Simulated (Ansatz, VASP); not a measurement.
## Cross-check of Ge (Germanium) between VASP and Ansatz

Aim: how closely do two programs agree when they are given the same cell, functional and k mesh? The structure shown is the start of the Ansatz relaxation below; VASP solves that cell, so the two are compared at the walk's first step.

Main program and level: Ansatz 0.2.0; plane waves, with VASP 6.6.1 beside it; single point at LDA.

## (1) The structure

It takes space group R-3m (No. 166, trigonal). The conventional cell has a = 3.816 Å, b = 3.816 Å, c = 9.853 Å, α = 90.00°, β = 90.00°, γ = 120.00°. Ge has 4 Ge at 2.36 to 2.43 Å nearest.

## (2) Ansatz: relaxation, LDA

Ansatz runs on its PAW soft_1 files.

The two programs are compared at the cell with which this relaxation starts, whose forces are those of its first step.

input.yaml

```yaml
crystal:
  lattice:
    - [0.097280816, 2.7955937814, 2.7955937814]
    - [2.7955937814, 0.097280816, 2.7955937814]
    - [2.7955937814, 2.7955937814, 0.097280816]
  atoms:
    - { symbol: Ge, position: [0.5019262636, 0.5019262636, 0.5019262636] }
    - { symbol: Ge, position: [0.7480737364, 0.7480737364, 0.7480737364] }
  conventional_axes: [[-1, 1, 0], [0, -1, 1], [1, 1, 1]]
kpoints:
  mp_grid: { grid: [12, 12, 12], shift: [0.5, 0.5, 0.5] }
hamiltonian:
  xc: lda
  pseudopotentials: { kind: paw, azcp: { folder: soft_1 }, xc_functional: pbe }
scf:
  occupations: { method: gaussian, width: 0.015 }
output:
  forces: true
  stress: true
  eigenvalues: true
relax:
  adjacent_minimum: "off"
  f_tol: 0.001
  max_steps: 60
  cell: { stress_tol: 0.01, fix: [a, b, angles] }
```

Started as:

```bash
$ ansatz run input.yaml --threads 4 --pin off --max-ram 10240MiB --backend cpu --events-out ev --progress --plain --runs-dir out
```

Numbers of over 12 decimals in the logs are rounded to 6 here.

What it wrote:

```text
Engine: ansatz 0.2.0, aarch64-unknown-linux-gnu
Pseudopotentials: kind: paw
Pseudopotential: Ge, paw, valence charge 14, recommended cutoff 420 eV (normal), soft_1/Ge.paw.azcp
Functional definition: SPW92
  exchange = slater_x
  correlation = pw_c
Crystal: 2 atoms, lattice volume = 41.417 Å³
Basis set: ecut = 420 eV, 821 PW (Γ)
Bands: 18, of which v1, the nominal top of the filled ones, is band 14 counted from 1 (13 counted from 0)
Symmetry: 12 space group operations
Space group: R-3m (ITA 166), of the structure as read, at distance tolerance 3.5e-5 Å
k-points: 182 of 1728
Non-local potential: Ge, projectors of the file, l = 0: 2, l = 1: 2, l = 2: 3, l = 3: 1
PAW form: soft (Blöchl's): semilocal exchange-correlation on the pseudo side does not see the compensation charge
PAW frozen core: Ge, regenerated for the run's functional, and the local potential with it (the file was generated under x = pbe(κ = 0.804, μ = 0.219515), c = pbe(β = 0.066725))
PAW one-centre angular grid: Ge, 590 points (default); XC on 64 Gauss nodes
Initial density: superposition of atomic densities (chi_scale 0.1, normalization cell)
Initial wavefunctions: pseudopotential atomic-orbital guess
Functional: x = slater, c = lda
SCF iter   1: F=—  HF=-8431.529199 eV  |F-HF|=—  |Δ(HF+E_count)|=         —  Δρ=3.89e-2  dr2=5.78e-1  ethr=3.10e-3  ⟨swp⟩=6.0  Hψ=15642  notcnv=0
preconditioner: auto → none  [insulator: Δε(μ)=0.444 eV  Ē_g=23.809 eV  σ=0.015 eV  W_gap=1.00  n_scr=14 (ndim 8)  ℏωp=30.5 eV  f_vac=0.000  D(μ)=0.00/eV (n_scr^D=0)  ε∞_Penn≈2.6]
SCF iter   2: F=—  HF=-8431.383629 eV  |F-HF|=—  |Δ(HF+E_count)|=   1.46e-1  Δρ=1.74e-2  dr2=8.96e-2  ethr=2.07e-3  ⟨swp⟩=2.0  Hψ=5460  notcnv=0
SCF iter   3: F=—  HF=-8431.367739 eV  |F-HF|=—  |Δ(HF+E_count)|=   1.59e-2  Δρ=2.97e-3  dr2=1.02e-3  ethr=3.20e-4  ⟨swp⟩=2.0  Hψ=4735  notcnv=0
SCF iter   4: F=—  HF=-8431.367613 eV  |F-HF|=—  |Δ(HF+E_count)|=   1.26e-4  Δρ=5.30e-4  dr2=7.80e-5  ethr=3.64e-6  ⟨swp⟩=2.0  Hψ=6549  notcnv=0
SCF iter   5: F=—  HF=-8431.367484 eV  |F-HF|=—  |Δ(HF+E_count)|=   1.29e-4  Δρ=1.28e-4  dr2=4.81e-6  ethr=2.79e-7  ⟨swp⟩=2.0  Hψ=6340  notcnv=0
SCF iter   6: F=—  HF=-8431.367482 eV  |F-HF|=—  |Δ(HF+E_count)|=   2.30e-6  Δρ=1.31e-5  dr2=6.45e-8  ethr=3.57e-10  ⟨swp⟩=4.1  Hψ=17057  notcnv=0
SCF iter   7: F=-8431.367481 eV  HF=-8431.367481 eV  |F-HF|=8.93e-10  |Δ(HF+E_count)|=   1.87e-7  Δρ=2.77e-6  dr2=1.77e-9  ethr=2.30e-10  ⟨swp⟩=4.8  Hψ=13855  notcnv=0
SCF 1 converged in 7 iterations: F = -8431.367481 eV  dr2 = 1.77e-9
  greatest PAW one-centre occupation: 0.998 electrons in one spin orbital (limit 2), on the Ge atom at site 1 (counted from 0), in its partial waves of l = 2
relax step   1: F+E_penalty+E_count = -8431.36748133 eV  Δ(F+E_penalty+E_count) = +0.000e0 eV  max|allowed force component| = 8.004e-2 eV/Å  Δτ_max = 0.0000 Å  P = +6.050 GPa  Ω = 41.417 Å³  fix = [a, b, alpha, beta, gamma]  reactions: a +8.859, b +8.859 GPa  (7 SCF iters, dr2 threshold 1.00e-7 eV, accepted)
[...]
relax step   2: F+E_penalty+E_count = -8431.36865598 eV  Δ(F+E_penalty+E_count) = -1.175e-3 eV  max|allowed force component| = 4.902e-3 eV/Å  Δτ_max = 0.0069 Å  P = +5.535 GPa  Ω = 41.612 Å³  energy of the carried Pulay correction = -4.981e-5 eV  fix = [a, b, alpha, beta, gamma]  reactions: a +8.348, b +8.348 GPa  (4 SCF iters, dr2 threshold 2.00e-7 eV, accepted)
[...]
relax step   3: F+E_penalty+E_count = -8431.36866478 eV  Δ(F+E_penalty+E_count) = -8.797e-6 eV  max|allowed force component| = 8.276e-4 eV/Å  Δτ_max = 0.0002 Å  P = +5.559 GPa  Ω = 41.600 Å³  energy of the carried Pulay correction = -4.677e-5 eV  fix = [a, b, alpha, beta, gamma]  reactions: a +8.347, b +8.347 GPa  (3 SCF iters, dr2 threshold 2.01e-8 eV, accepted)
[...]
relax step   4: F+E_penalty+E_count = -8431.36866567 eV  Δ(F+E_penalty+E_count) = -8.935e-7 eV  max|allowed force component| = 4.185e-6 eV/Å  Δτ_max = 0.0000 Å  P = +5.565 GPa  Ω = 41.597 Å³  energy of the carried Pulay correction = -4.607e-5 eV  fix = [a, b, alpha, beta, gamma]  reactions: a +8.347, b +8.347 GPa  (3 SCF iters, dr2 threshold 6.71e-10 eV, accepted)
[...]
relax step   5: F+E_penalty+E_count = -8431.36871083 eV  Δ(F+E_penalty+E_count) = -4.515e-5 eV  max|allowed force component| = 5.087e-6 eV/Å  Δτ_max = 0.0000 Å  P = +5.565 GPa  Ω = 41.597 Å³  fix = [a, b, alpha, beta, gamma]  reactions: a +8.348, b +8.348 GPa  stress off target by 1.99e-3 GPa on what of the cell is left free  SCF on the basis re-selected at this cell (its energy is not comparable with the rows above)  (5 SCF iters)
basis re-selected at this cell: Δ(F+E_penalty+E_count) = -4.515e-5 eV, ΔP = +0.000 GPa vs the last step (what re-selecting the basis moved, of the pressure what is left beyond the Pulay correction that the steps carried, after the strain that the cell walked since its last selection, with what the two solves' SCF thresholds leave and, on support functions, any second-order correction that the steps lacked; it is no m [...]
SCF converged after 5 iterations
Free energy (F): -8431.368711 eV
Harris-Foulkes:  -8431.368711 eV  (|F-HF|=1.82e-12)
Internal energy: -8431.368711 eV  (E = F + TS)
E sigma→0 (E₀):  -8431.368711 eV
Fermi energy:    9.654385 eV
--- Per-component energies (eV) ---
  E_band       = -283.052104
  E_kinetic    = 189.136452
  E_local      = -4386.929805  (includes V_loc(G=0)·N_el)
  E_nonlocal   = 442.964962
  E_hartree    = 2098.266153
  E_xc         = -144.147476
  E_vxc        = -132.966814  (∫ρ·V_xc dr)
  E_paw        = -3869.707798  (= ΣΔE_a)
  E_vpaw       = -591.789189  (= ΣTr[D̂ρ^β])
  E_aug_tail   = 0.000023  (compensation charges beyond the density's cutoff)
  E_ewald      = -2764.767875
  E_core_change = 3.816653  (= ΣΔE_core)
  E_smearing   = -0.000000  (= −TS)
  E_closure    = -0.000000  (closes the sum)
  Σ components = -8431.368711   (vs F -8431.368711, Δ=0.00e0)
--- Forces (eV/Å), atoms counted from 1 ---
  atom   1  Ge     0.00000509     0.00000509     0.00000509
  atom   2  Ge    -0.00000509    -0.00000509    -0.00000509
  max |Σ_I F_I| component: 9.25e-18 eV/Å
--- Stress (GPa, compression-positive) ---
        5.564710      -2.783350      -2.783350
       -2.783350       5.564710      -2.783350
       -2.783350      -2.783350       5.564710
  P = ⅓ Tr σ = 5.5647 GPa (55.647 kbar)
--- Band table (eV; the first three rows and the last of 182) ---
  k-point 0: bands = [... 10 lower, -4.0655, 8.3535, 9.5733, 9.5733, 10.3185, 11.8720, 12.2301, 12.2301]
  k-point 1: bands = [... 10 lower, -3.9430, 7.4739, 8.6454, 9.4601, 10.8596, 12.3149, 12.3706, 12.8495]
  k-point 2: bands = [... 10 lower, -3.6349, 5.9787, 7.9576, 9.0573, 10.6985, 12.8113, 12.8574, 14.2066]
  k-point 181: bands = [... 10 lower, -1.9812, 1.2802, 7.3623, 8.0665, 11.1165, 13.3053, 13.7507, 17.1734]
--- Relaxed structure (4 steps of the walk, 4 accepted, 1 SCFs on fresh bases) ---
  F+E_penalty+E_count = -8431.36871083 eV   max|allowed force component| = 5.087e-6 eV/Å   (the final SCF, on the basis selected at the relaxed cell)
  cell:  # Å, volume = 41.5972 Å³
    - [0.105523, 2.803836, 2.803836]
    - [2.803836, 0.105523, 2.803836]
    - [2.803836, 2.803836, 0.105523]
  atoms:
    - { symbol: Ge, position: [0.502646, 0.502646, 0.502646] }
    - { symbol: Ge, position: [0.747354, 0.747354, 0.747354] }
```

(Part 1 of 4 ends here.)

[Lines on the potential files, build, host, timing and source positions are cut from VASP's logs without a mark.]

[Logs are printed without paths, hosts, clocks, repeated set-up lines and the standing remarks that a program may print on its own settings, such as how far it seeks lower states.]

[Hosts, paths, dates, database ids (printed as entryN), source tags and the programs' standing remarks are cut or masked in the printed files.]
